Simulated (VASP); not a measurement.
# TePd (P6_3/mmc) in VASP: a series of runs

The runs below take TePd through single point, with LDA+U.

All numbers are computed with VASP 6.6.1; they aren't measurements. Logs are shortened: lines on timing, memory, paths and dates and some standing lists are left out, and cuts for length are marked.

## Step 1: Starting point

Symmetry: P6_3/mmc, No. 194, hexagonal system. The conventional cell has a = 4.152 Å, b = 4.152 Å, c = 5.672 Å, α = 90.00°, β = 90.00°, γ = 120.00°. Around Te (site symmetry -6m2) lie 6 Pd at 2.79 Å. Around Pd (site symmetry -3m) lie 6 Te at 2.79 Å and 2 Pd at 2.84 Å.

## Step 2: Single point, LDA+U, collinear spin, typed start

File INCAR:

```
SYSTEM = TePd
PREC     = Accurate       ! precision mode
ENCUT    = 520            ! plane-wave cutoff, eV
EDIFF    = 1E-6           ! SCF threshold, eV
ISMEAR   = 0              ! smearing method
SIGMA    = 0.05           ! smearing width, eV
LREAL    = .False.        ! projectors in reciprocal space
LASPH    = .True.         ! aspherical terms in the spheres
NELM     = 150            ! most SCF steps
ALGO     = Normal         ! electronic algorithm
ISIF     = 2              ! what is computed and relaxed
LWAVE    = .False.        ! write WAVECAR
LCHARG   = .False.        ! write CHGCAR
ISPIN    = 2              ! spin polarisation
MAGMOM   = 0 0 2 2        ! initial moments
LORBIT   = 11             ! projections on sites
LMAXMIX  = 4              ! l up to which the mixer works
LDAU     = .True.         ! DFT+U
LDAUTYPE = 2            
LDAUL    = -1 2           ! shell
LDAUU    = 0 2.5          ! U, eV
LDAUJ    = 0 0          
LDAUPRINT= 1            
NBANDS   = 28             ! bands
```

File KPOINTS:

```
regular mesh
0
Gamma
  6 6 4
  0 0 0
```

File POSCAR:

```
TePd
1.0
    4.1520974300      0.0000000000      0.0000000000
   -2.0760487100      3.5958218500      0.0000000000
    0.0000000000      0.0000000000      5.6718989000
Te Pd
2 2
Direct
    0.3333333333      0.6666666667      0.2500000000
    0.6666666667      0.3333333333      0.7500000000
    0.0000000000      0.0000000000      0.0000000000
    0.0000000000      0.0000000000      0.5000000000
```

Potentials or basis: VASP PAW LDA potentials, release 64 (Te, Pd).

Started as:

```bash
> cat potpaw_LDA.64/Te/POTCAR potpaw_LDA.64/Pd/POTCAR > POTCAR
> mpirun -np 1 vasp_std > vasp.out
```

OUTCAR:

```text
SYSTEM = TePd
   PREC = Accurate
   ENCUT = 520
   EDIFF = 1E-6
   ISMEAR = 0
   LREAL = .False.
   LASPH = .True.
   NELM = 150
   ISIF = 2
   ISPIN = 2
   LORBIT = 11

 ion  position               nearest neighbor table
   1  0.333  0.667  0.250-   3 2.79   4 2.79   3 2.79   4 2.79   3 2.79   4 2.79
   2  0.667  0.333  0.750-   3 2.79   4 2.79   3 2.79   4 2.79   3 2.79   4 2.79
   3  0.000  0.000  0.000-   1 2.79   2 2.79   1 2.79   2 2.79   2 2.79   1 2.79   4 2.84   4 2.84

   4  0.000  0.000  0.500-   1 2.79   2 2.79   1 2.79   2 2.79   2 2.79   1 2.79   3 2.84   3 2.84

  LATTYP: Found a hexagonal cell.
 ALAT       =     4.1520974300
 C/A-ratio  =     1.3660322272

  Lattice vectors:

 A1 = (   4.1520974300,   0.0000000000,   0.0000000000)
 A2 = (  -2.0760487100,   3.5958218500,   0.0000000000)
 A3 = (   0.0000000000,   0.0000000000,   5.6718989000)

Analysis of symmetry for initial positions (statically):
=====================================================================
 Subroutine PRICEL returns:
 Original cell was already a primitive cell.

 Routine SETGRP: Setting up the symmetry group for a
 hexagonal supercell.

 Subroutine GETGRP returns: Found 24 space group operations
 (whereof 12 operations were pure point group operations)
 out of a pool of 24 trial point group operations.

The static configuration has the point symmetry D_3d.
 The point group associated with its full space group is D_6h.

Analysis of symmetry for dynamics (positions and initial velocities):
=====================================================================
 Subroutine PRICEL returns:
 Original cell was already a primitive cell.

 Routine SETGRP: Setting up the symmetry group for a
 hexagonal supercell.

 Subroutine GETGRP returns: Found 24 space group operations
 (whereof 12 operations were pure point group operations)
 out of a pool of 24 trial point group operations.

The dynamic configuration has the point symmetry D_3d.
 The point group associated with its full space group is D_6h.

Analysis of structural, dynamic, and magnetic symmetry:
=====================================================================
 Subroutine PRICEL returns:
 Original cell was already a primitive cell.

 Routine SETGRP: Setting up the symmetry group for a
 hexagonal supercell.

 Subroutine GETGRP returns: Found 24 space group operations
 (whereof 12 operations were pure point group operations)
 out of a pool of 24 trial point group operations.

The overall configuration has the point symmetry D_3d.
 The point group associated with its full space group is D_6h.

 Subroutine INISYM returns: Found 24 space group operations
 (whereof 12 operations are pure point group operations),
 and found     1 'primitive' translations

----------------------------------------------------------------------------------------

                                     Primitive cell

  volume of cell :      84.6826

  direct lattice vectors                    reciprocal lattice vectors
     4.152097430  0.000000000  0.000000000     0.240842133  0.139050270  0.000000000
    -2.076048710  3.595821850  0.000000000     0.000000000  0.278100540  0.000000000
     0.000000000  0.000000000  5.671898900     0.000000000  0.000000000  0.176307797

  length of vectors
     4.152097430  4.152097425  5.671898900     0.278100540  0.278100540  0.176307797

  position of ions in fractional coordinates (direct lattice)
     0.333333333  0.666666667  0.250000000
     0.666666667  0.333333333  0.750000000
     0.000000000  0.000000000  0.000000000
     0.000000000  0.000000000  0.500000000

  ion indices of the primitive-cell ions
   primitive index   ion index
                 1           1
                 2           2
                 3           3
                 4           4

----------------------------------------------------------------------------------------

 KPOINTS: regular mesh

[... 108 lines left out ...]
 onsite density matrix

spin component  1

  0.8872 -0.0000 -0.0000  0.0388  0.0000
 -0.0000  0.8830 -0.0000  0.0000  0.0388
 -0.0000 -0.0000  0.9094 -0.0000 -0.0000
  0.0388  0.0000 -0.0000  0.8830  0.0000
  0.0000  0.0388 -0.0000  0.0000  0.8872

spin component  2

  0.8872 -0.0000 -0.0000  0.0389  0.0000
 -0.0000  0.8828 -0.0000  0.0000  0.0389
 -0.0000 -0.0000  0.9094 -0.0000 -0.0000
  0.0389  0.0000 -0.0000  0.8828  0.0000
  0.0000  0.0389 -0.0000  0.0000  0.8872

 occupancies and eigenvectors

  o =  0.8461  v =  0.0000  0.0000  0.0000  0.0000  0.0000 -0.3227 -0.6415  0.0000  0.3413  0.6065      0.0000  0.0000  0.0000  0.0000  0.0000  0.0000  0.0000  0.0000  0.0000  0.0000
  o =  0.8461  v =  0.0000  0.0000  0.0000  0.0000  0.0000 -0.6065  0.3413 -0.0000  0.6415 -0.3227      0.0000  0.0000  0.0000  0.0000  0.0000  0.0000  0.0000  0.0000  0.0000  0.0000
  o =  0.8462  v = -0.3229 -0.6412  0.0000  0.3412  0.6068  0.0000  0.0000  0.0000  0.0000  0.0000      0.0000  0.0000  0.0000  0.0000  0.0000  0.0000  0.0000  0.0000  0.0000  0.0000
  o =  0.8462  v = -0.6068  0.3412 -0.0000  0.6412 -0.3229  0.0000  0.0000  0.0000  0.0000  0.0000      0.0000  0.0000  0.0000  0.0000  0.0000  0.0000  0.0000  0.0000  0.0000  0.0000
  o =  0.9094  v =  0.0000  0.0000  0.0000  0.0000  0.0000 -0.0000 -0.0000 -1.0000 -0.0000 -0.0000      0.0000  0.0000  0.0000  0.0000  0.0000  0.0000  0.0000  0.0000  0.0000  0.0000
  o =  0.9094  v = -0.0000 -0.0000 -1.0000 -0.0000 -0.0000  0.0000  0.0000  0.0000  0.0000  0.0000      0.0000  0.0000  0.0000  0.0000  0.0000  0.0000  0.0000  0.0000  0.0000  0.0000
  o =  0.9239  v =  0.0000  0.0000  0.0000  0.0000  0.0000  0.3413 -0.6065  0.0000  0.3227 -0.6415      0.0000  0.0000  0.0000  0.0000  0.0000  0.0000  0.0000  0.0000  0.0000  0.0000
  o =  0.9239  v =  0.0000  0.0000  0.0000  0.0000  0.0000  0.6415  0.3227 -0.0000  0.6065  0.3413      0.0000  0.0000  0.0000  0.0000  0.0000  0.0000  0.0000  0.0000  0.0000  0.0000
  o =  0.9239  v =  0.3412 -0.6068  0.0000  0.3229 -0.6412  0.0000  0.0000  0.0000  0.0000  0.0000      0.0000  0.0000  0.0000  0.0000  0.0000  0.0000  0.0000  0.0000  0.0000  0.0000
  o =  0.9239  v =  0.6412  0.3229 -0.0000  0.6068  0.3412  0.0000  0.0000  0.0000  0.0000  0.0000      0.0000  0.0000  0.0000  0.0000  0.0000  0.0000  0.0000  0.0000  0.0000  0.0000

atom =   4  type =  2  l = 2

 onsite density matrix

spin component  1

  0.8872  0.0000 -0.0000 -0.0388  0.0000
  0.0000  0.8830  0.0000  0.0000 -0.0388
 -0.0000  0.0000  0.9094  0.0000 -0.0000
 -0.0388  0.0000  0.0000  0.8830 -0.0000
  0.0000 -0.0388 -0.0000 -0.0000  0.8872

spin component  2

  0.8872  0.0000 -0.0000 -0.0389  0.0000
  0.0000  0.8828  0.0000  0.0000 -0.0389
 -0.0000  0.0000  0.9094  0.0000 -0.0000
 -0.0389  0.0000  0.0000  0.8828 -0.0000
  0.0000 -0.0389 -0.0000 -0.0000  0.8872

 occupancies and eigenvectors

  o =  0.8461  v =  0.0000  0.0000  0.0000  0.0000  0.0000 -0.3227  0.6415  0.0000 -0.3413  0.6065      0.0000  0.0000  0.0000  0.0000  0.0000  0.0000  0.0000  0.0000  0.0000  0.0000
  o =  0.8461  v =  0.0000  0.0000  0.0000  0.0000  0.0000 -0.6065 -0.3413 -0.0000 -0.6415 -0.3227      0.0000  0.0000  0.0000  0.0000  0.0000  0.0000  0.0000  0.0000  0.0000  0.0000
  o =  0.8462  v = -0.3229  0.6412  0.0000 -0.3412  0.6068  0.0000  0.0000  0.0000  0.0000  0.0000      0.0000  0.0000  0.0000  0.0000  0.0000  0.0000  0.0000  0.0000  0.0000  0.0000
  o =  0.8462  v = -0.6068 -0.3412 -0.0000 -0.6412 -0.3229  0.0000  0.0000  0.0000  0.0000  0.0000      0.0000  0.0000  0.0000  0.0000  0.0000  0.0000  0.0000  0.0000  0.0000  0.0000
  o =  0.9094  v =  0.0000  0.0000  0.0000  0.0000  0.0000 -0.0000  0.0000 -1.0000  0.0000 -0.0000      0.0000  0.0000  0.0000  0.0000  0.0000  0.0000  0.0000  0.0000  0.0000  0.0000
  o =  0.9094  v = -0.0000  0.0000 -1.0000  0.0000 -0.0000  0.0000  0.0000  0.0000  0.0000  0.0000      0.0000  0.0000  0.0000  0.0000  0.0000  0.0000  0.0000  0.0000  0.0000  0.0000
  o =  0.9239  v =  0.0000  0.0000  0.0000  0.0000  0.0000  0.3413  0.6065  0.0000 -0.3227 -0.6415      0.0000  0.0000  0.0000  0.0000  0.0000  0.0000  0.0000  0.0000  0.0000  0.0000
  o =  0.9239  v =  0.0000  0.0000  0.0000  0.0000  0.0000  0.6415 -0.3227 -0.0000 -0.6065  0.3413      0.0000  0.0000  0.0000  0.0000  0.0000  0.0000  0.0000  0.0000  0.0000  0.0000
  o =  0.9239  v =  0.3412  0.6068  0.0000 -0.3229 -0.6412  0.0000  0.0000  0.0000  0.0000  0.0000      0.0000  0.0000  0.0000  0.0000  0.0000  0.0000  0.0000  0.0000  0.0000  0.0000
  o =  0.9239  v =  0.6412 -0.3229 -0.0000 -0.6068  0.3412  0.0000  0.0000  0.0000  0.0000  0.0000      0.0000  0.0000  0.0000  0.0000  0.0000  0.0000  0.0000  0.0000  0.0000  0.0000

 number of electron      31.9999995 magnetization       0.0020712

 Free energy of the ion-electron system (eV)
  ---------------------------------------------------
  ext. energy  EPLUGINS =         0.00000000
  ---------------------------------------------------
  free energy    TOTEN  =       -19.42867211 eV

  energy without entropy =      -19.42052125  energy(sigma->0) =      -19.42459668

 E-fermi :   8.7685     XC(G=0): -11.3437

 val. band max:        8.7169575354   @ k =   0.1667   0.0000   0.5000
 cond. band min:       8.7802311550   @ k =   0.3333   0.1667   0.2500
 fundamental gap:      0.0632736196
 Fermi energy:         8.7685081523

 spin component 1

 k-point     1 :       0.0000    0.0000    0.0000
  band No.  band energies     occupation
      1      -4.5130      1.00000
      2      -2.1750      1.00000
      3       2.3807      1.00000
      4       3.2220      1.00000
      5       3.2220      1.00000
      6       3.9386      1.00000
[... 640 lines left out ...]
     27      18.7540      0.00000
     28      18.7540      0.00000
 Fermi energy:         8.7685081523

 spin component 2

 k-point     1 :       0.0000    0.0000    0.0000
  band No.  band energies     occupation
      1      -4.5127      1.00000
      2      -2.1748      1.00000
      3       2.3810      1.00000
      4       3.2225      1.00000
      5       3.2225      1.00000
      6       3.9389      1.00000
[... 640 lines left out ...]
     27      18.7543      0.00000
     28      18.7543      0.00000

------------------------ aborting loop because EDIFF is reached ----------------------------------------

  FORCE on cell =-STRESS in cart. coord.  units (eV):
  Direction    XX          YY          ZZ          XY          YZ          ZX
  --------------------------------------------------------------------------------------
  -------------------------------------------------------------------------------------
  Total       -2.8862840     -2.8862840     -3.4457978     -0.0000000      0.0000000      0.0000000
  in kB      -54.6078980    -54.6078979    -65.1937841     -0.0000001      0.0000000      0.0000000
  external PRESSURE =     -58.1365267 kB  Pullay stress =       0.0000000 kB

 VOLUME and BASIS-vectors are now :
 -----------------------------------------------------------------------------
  energy-cutoff  :      520.00
  volume of cell :       84.68
      direct lattice vectors                 reciprocal lattice vectors
     4.152097430  0.000000000  0.000000000     0.240842133  0.139050270  0.000000000
    -2.076048710  3.595821850  0.000000000     0.000000000  0.278100540  0.000000000
     0.000000000  0.000000000  5.671898900     0.000000000  0.000000000  0.176307797

 POSITION                                       TOTAL-FORCE (eV/Angst)
 -----------------------------------------------------------------------------------
      0.00000      2.39721      1.41797        -0.000000      0.000000      0.000000
      2.07605      1.19861      4.25392        -0.000000      0.000000      0.000000
      0.00000      0.00000      0.00000         0.000000      0.000000      0.000000
      0.00000      0.00000      2.83595         0.000000      0.000000      0.000000
 -----------------------------------------------------------------------------------
    total drift:                                0.000000     -0.000000      0.000000

  FREE ENERGIE OF THE ION-ELECTRON SYSTEM (eV)
  ---------------------------------------------------
  free  energy   TOTEN  =       -19.4286721081 eV

  energy  without entropy=      -19.4205212476  energy(sigma->0) =      -19.42459668

 total charge

# of ion       s       p       d       tot
------------------------------------------
    1        1.404   1.827   0.075   3.306
    2        1.404   1.827   0.075   3.306
    3        0.409   0.447   8.849   9.704
    4        0.409   0.447   8.849   9.704
--------------------------------------------------
tot          3.627   4.546  17.848  26.022

 magnetization (x)

# of ion       s       p       d       tot
------------------------------------------
    1        0.000   0.000   0.000   0.000
    2        0.000   0.000   0.000   0.000
    3        0.000   0.000   0.000   0.000
    4        0.000   0.000   0.000   0.000
--------------------------------------------------
tot          0.000   0.000   0.001   0.001
```

Run time: 70 s. Hardware: 1 thread of Intel Xeon Platinum 8488C (Sapphire Rapids), shared host; peak memory 0.22 GiB.

Results:

```yaml
Free_energy: -19.4287 eV
Pressure: -5.8 GPa
Band_gap_on_the_k_mesh: none (metal or under the smearing width)
Net_moment: 0.00 μB per cell
Valence_electrons_inside_the_program's_atomic_spheres: Te 3.31; Pd 9.70
```

Eigenvalues of the final occupation matrices:
| site | spin | trace | eigenvalues |
| --- | --- | --- | --- |
| site 3 d | 1 | 4.45 | 0.85 0.85 0.91 0.92 0.92 |
| site 3 d | 2 | 4.45 | 0.85 0.85 0.91 0.92 0.92 |
| site 4 d | 1 | 4.45 | 0.85 0.85 0.91 0.92 0.92 |
| site 4 d | 2 | 4.45 | 0.85 0.85 0.91 0.92 0.92 |

Caveat: the U is typed as a test and isn't derived for this compound.

[end of part 1 of 2]
